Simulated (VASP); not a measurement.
Elastic constants (GPa) of a crystal from VASP 6.6.1 with LDA (Ceperley-Alder, Perdew-Zunger), VASP's LDA PAW potentials (set 64):

```tsv
	xx	yy	zz	yz	xz	xy
xx	29.6	10.5	10.5	0.0	0.0	0.0
yy	10.5	29.6	10.5	0.0	0.0	0.0
zz	10.5	10.5	29.6	0.0	0.0	0.0
yz	0.0	0.0	0.0	10.6	0.0	0.0
xz	0.0	0.0	0.0	0.0	10.6	0.0
xy	0.0	0.0	0.0	0.0	0.0	10.6
```

Work out the Voigt, Reuss and Hill moduli, Young's modulus and Poisson's ratio.

All eigenvalues are positive (smallest 10.6 GPa), so the crystal is stable. K_V = (C11+C22+C33+2(C12+C13+C23))/9 = (88.8 + 2×31.5)/9 = 16.9 GPa; G_V = (88.8 − 31.5 + 3×31.8)/15 = 10.2 GPa. From the compliances, K_R = 16.9 GPa and G_R = 10.2 GPa. Hill: K = 16.9 GPa, G = 10.2 GPa, E = 9KG/(3K+G) = 25.4 GPa, ν = (3K−2G)/(2(3K+G)) = 0.249. K/G = 1.66, below Pugh's 1.75; universal anisotropy A^U = 0.01.

With a density of 5.04 g/cm³, what are the mean sound speeds?

v_l = √((K+4G/3)/ρ) = 2.46 km/s and v_t = √(G/ρ) = 1.42 km/s. The crystal is CsI (CsCl type), cubic.

The compound is CsI in the CsCl type structure. It was relaxed first, which changed the volume by -10 %.
